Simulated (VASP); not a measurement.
C, 4 atoms in the cell. The structure is hexagonal, space group P6_3/mmc (No. 194). The conventional cell has a = 2.474 Å, b = 2.474 Å, c = 6.472 Å, α = 90.00°, β = 90.00°, γ = 120.00°. C (site symmetry -6m2) is surrounded by 3 C at 1.43 Å. C (site symmetry -6m2) has 3 C at 1.43 Å as nearest neighbours. 

- Program: VASP 6.6.1
- Task: relaxation of cell and atoms
- Functional: PBE
- Dispersion: D3(BJ)
- Potentials or basis: VASP PAW PBE potentials, release 64 (C)
- Cutoff: 520 eV
- k mesh: 3 × 3 × 1
- Occupations: gaussian, width 0.02 eV
- Spin: no spin polarisation
- Further INCAR settings: ALGO = Normal; EDIFF = 1e-07; IBRION = 2; EDIFFG = -0.002; NSW = 80; ISIF = 3

Potentials or basis: VASP PAW PBE potentials, release 64 (C).

The run is started by

```bash
$ cat potpaw_PBE.64/C/POTCAR > POTCAR
$ mpirun -np 1 vasp_std > vasp.out
```

Hardware: 1 thread of Intel(R) Xeon(R) Platinum 8259CL CPU @ 2.50GHz (Skylake/Cascade Lake), on a shared host.

Problem. How long does it take, and how much memory?

Solution. It took 11 s on 1 thread of Intel(R) Xeon(R) Platinum 8259CL CPU @ 2.50GHz (Skylake/Cascade Lake), on a shared host, peak memory 0.14 GiB. Counts: scf iterations 38, k points 3, ion steps 7.
